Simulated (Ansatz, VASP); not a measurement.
# Sn: VASP beside Ansatz

Aim: how closely do two programs agree when they are given the same cell, functional and k mesh? The cell is taken from a series of runs on this material, whose earlier steps may have relaxed, scaled, displaced or heated it; both programs get it as it stands.

Calculated with Ansatz 0.2.0; plane waves, with VASP 6.6.1 beside it; zone-centre phonons at PBEsol.

## 1. Set-up

Symmetry: R-3m, No. 166, trigonal system. The conventional cell has a = 4.763 Å, b = 4.763 Å, c = 11.135 Å, α = 90.00°, β = 90.00°, γ = 120.00°. Sn has 4 Sn at 2.84 to 2.88 Å nearest.

## 2. Ansatz: zone-centre phonons, PBEsol

Ansatz runs on its PAW soft_1 files.

Second derivatives magnify differences that forces hide, and they need a tight electronic threshold.

File input.yaml:

```yaml
crystal:
  lattice:
    - [-0.1022368688, 3.2655203482, 3.2655203482]
    - [3.2655203482, -0.1022368688, 3.2655203482]
    - [3.2655203482, 3.2655203482, -0.1022368688]
  atoms:
    - { symbol: Sn, position: [0.497322717, 0.497322717, 0.497322717] }
    - { symbol: Sn, position: [0.752677283, 0.752677283, 0.752677283] }
kpoints:
  mp_grid: { grid: [12, 12, 12], shift: [0.5, 0.5, 0.5] }
hamiltonian:
  xc: pbesol
  pseudopotentials: { kind: paw, azcp: { folder: soft_1 }, xc_functional: pbe }
scf:
  occupations: { method: gaussian, width: 0.015 }
output:
  eigenvalues: true
phonons:
  method: dfpt
```

The run is started by

```sh
$ ansatz run input.yaml --threads 4 --pin off --max-ram 10240MiB --backend cpu --events-out ev --progress --plain --runs-dir out
```

Numbers of over 12 decimals in the logs are rounded to 6 here.

The log of the run:

```text
Engine: ansatz 0.2.0, x86_64-unknown-linux-gnu
Pseudopotentials: kind: paw
Pseudopotential: Sn, paw, valence charge 14, recommended cutoff 420 eV (normal), soft_1/Sn.paw.azcp
Functional definition: PBEsol
  exchange = pbesol_x
  correlation = pbesol_c
Crystal: 2 atoms, lattice volume = 72.914 Å³
Basis set: ecut = 420 eV, 1423 PW (Γ), exchange–correlation on 64×64×64 points (8 copies of the dense FFT grid, shifted against one another)
Bands: 18, of which v1, the nominal top of the filled ones, is band 14 counted from 1 (13 counted from 0)
Symmetry: 12 space group operations
k-points: 468 of 1728 (irreducible under 2 space group operations, time reversal used)
Non-local potential: Sn, projectors of the file, l = 0: 2, l = 1: 2, l = 2: 2, l = 3: 1
PAW form: soft (Blöchl's): semilocal exchange-correlation on the pseudo side does not see the compensation charge
PAW frozen core: Sn, regenerated for the run's functional, and the local potential with it (the file was generated under x = pbe(κ = 0.804, μ = 0.219515), c = pbe(β = 0.066725))
PAW one-centre angular grid: Sn, 590 points (default); XC on 64 Gauss nodes
Initial density: superposition of atomic densities (chi_scale 0.1, normalization cell)
Initial wavefunctions: pseudopotential atomic-orbital guess
Functional: x = pbesol(κ = 0.804, μ = 0.123457), c = pbesol(β = 0.046)
SCF iter   1: F=—  HF=-11899.680800 eV  |F-HF|=—  |Δ(HF+E_count)|=         —  Δρ=2.00e-2  dr2=3.13e-1  ethr=3.10e-3  ⟨swp⟩=6.1  Hψ=46047  notcnv=0
preconditioner: auto → none  [insulator: Δε(μ)=0.073 eV  Ē_g=19.708 eV  σ=0.015 eV  W_gap=1.00  n_scr=14 (ndim 8)  ℏωp=23.0 eV  f_vac=0.015  D(μ)=0.00/eV (n_scr^D=0)  ε∞_Penn≈2.4]
SCF iter   2: F=—  HF=-11899.621638 eV  |F-HF|=—  |Δ(HF+E_count)|=   5.92e-2  Δρ=9.07e-3  dr2=5.85e-2  ethr=1.12e-3  ⟨swp⟩=2.0  Hψ=14026  notcnv=0
SCF iter   3: F=—  HF=-11899.615012 eV  |F-HF|=—  |Δ(HF+E_count)|=   6.63e-3  Δρ=9.61e-4  dr2=5.08e-4  ethr=2.09e-4  ⟨swp⟩=2.9  Hψ=12227  notcnv=0
SCF iter   4: F=—  HF=-11899.615106 eV  |F-HF|=—  |Δ(HF+E_count)|=   9.45e-5  Δρ=3.84e-4  dr2=5.35e-5  ethr=1.81e-6  ⟨swp⟩=2.0  Hψ=16851  notcnv=0
SCF iter   5: F=—  HF=-11899.615111 eV  |F-HF|=—  |Δ(HF+E_count)|=   4.97e-6  Δρ=8.31e-5  dr2=2.78e-6  ethr=1.91e-7  ⟨swp⟩=2.0  Hψ=14886  notcnv=0
SCF iter   6: F=—  HF=-11899.615112 eV  |F-HF|=—  |Δ(HF+E_count)|=   5.14e-7  Δρ=1.27e-5  dr2=1.32e-7  ethr=9.93e-9  ⟨swp⟩=2.0  Hψ=14977  notcnv=0
SCF iter   7: F=—  HF=-11899.615112 eV  |F-HF|=—  |Δ(HF+E_count)|=   6.80e-9  Δρ=2.28e-6  dr2=3.05e-9  ethr=4.70e-10  ⟨swp⟩=2.0  Hψ=14929  notcnv=0
SCF iter   8: F=—  HF=-11899.615112 eV  |F-HF|=—  |Δ(HF+E_count)|=   5.56e-9  Δρ=4.16e-7  dr2=8.47e-11  ethr=1.09e-11  ⟨swp⟩=3.0  Hψ=16050  notcnv=0
SCF iter   9: F=-11899.615112 eV  HF=-11899.615112 eV  |F-HF|=1.82e-12  |Δ(HF+E_count)|=  9.09e-12  Δρ=1.01e-7  dr2=3.19e-12  ethr=1.00e-12  ⟨swp⟩=6.9  Hψ=39164  notcnv=0
SCF 1 converged in 9 iterations: F = -11899.615112 eV  dr2 = 3.19e-12
  greatest PAW one-centre occupation: 0.991 electrons in one spin orbital (limit 2), on the Sn atom at site 1 (counted from 0), in its partial waves of l = 2
DFPT response loops at Γ: preconditioner auto → Kerker (q_TF=auto, 2.326 Å⁻¹) (partly filled bands, converged f_vac=0.099); β = 1.00, the filter's whole step (`scf.mixing.beta` (0.50) is not read by the response loops under this deck's `scf.mixing.preconditioner`; to damp them name `kerker` or `kerker_dos`, under which they read `scf.mixing.beta`, and type it under 1.00, their step now; both keys bind the ground state too); Broyden in place of MSR1
SCF converged after 9 iterations
Free energy (F): -11899.615112 eV
Harris-Foulkes:  -11899.615112 eV  (|F-HF|=1.82e-12)
Internal energy: -11899.615112 eV  (E = F + TS)
E sigma→0 (E₀):  -11899.615112 eV
Fermi energy:    6.919829 eV
--- Per-component energies (eV) ---
  E_band       = -268.887783
  E_kinetic    = 335.649996
  E_local      = -2700.823738  (includes V_loc(G=0)·N_el)
  E_nonlocal   = 293.627755
  E_hartree    = 1305.240275
  E_xc         = -248.389666
  E_vxc        = -159.532620  (∫ρ·V_xc dr)
  E_paw        = -8592.430212  (= ΣΔE_a)
  E_vpaw       = -648.290300  (= ΣTr[D̂ρ^β])
  E_aug_tail   = 0.000585  (compensation charges beyond the density's cutoff)
  E_ewald      = -2293.059786
  E_core_change = 0.569679  (= ΣΔE_core)
  E_smearing   = -0.000000  (= −TS)
  E_closure    = 0.000000  (closes the sum)
  Σ components = -11899.615112   (vs F -11899.615112, Δ=0.00e0)
--- Band table (eV; the first three rows and the last of 468) ---
  k-point 0: bands = [... 10 lower, -3.2619, 5.5954, 6.8730, 6.8730, 7.2633, 9.0327, 9.0327, 9.3465]
  k-point 1: bands = [... 10 lower, -3.1780, 4.8541, 6.7445, 6.8250, 7.3859, 9.1180, 9.2290, 9.7648]
  k-point 2: bands = [... 10 lower, -2.9753, 3.7480, 6.4725, 6.5998, 7.4111, 9.4440, 9.6037, 10.5182]
  k-point 467: bands = [... 10 lower, -1.8189, 0.8277, 5.8240, 5.8528, 7.1116, 10.1445, 10.2013, 12.6555]
--- Phonons (Γ-DFPT): 1 representative perturbation + reference, on 468 of 1728 k-points (Σ response iterations 3) ---
  k mesh reduced under 2 symmetry operations, with k and −k counted as one. Each operation leaves every solved perturbation unchanged. A smaller set is not used because it would not reduce the number of displacements times k-points to solve
  ASR residual: 3.053e-5 → 0.000e0 eV/Å²; symmetrization residual: 3.184e-12 eV/Å²
  ASR residual per site (eV/Å²): 3.05e-5 3.05e-5
  Γ frequencies (cm⁻¹): 0.00 0.00 0.00 175.37 175.37 182.57
  non-analytic LO–TO correction: not included (Born effective charges unavailable; polar crystals: no LO–TO splitting at Γ)
```

Reading the cycles: dr2 is the Hartree energy of the density residual (eV), the measure of convergence; HF is the Harris–Foulkes estimate of the energy, which meets the free energy F at convergence.

[end of part 1 of 3]

[Lines on the potential files, build, host, timing and source positions are cut from VASP's logs without a mark.]

[Logs are printed without paths, hosts, clocks, repeated set-up lines and the standing remarks that a program may print on its own settings, such as how far it seeks lower states.]

[Hosts, paths, dates, database ids (printed as entryN), source tags and the programs' standing remarks are cut or masked in the printed files.]
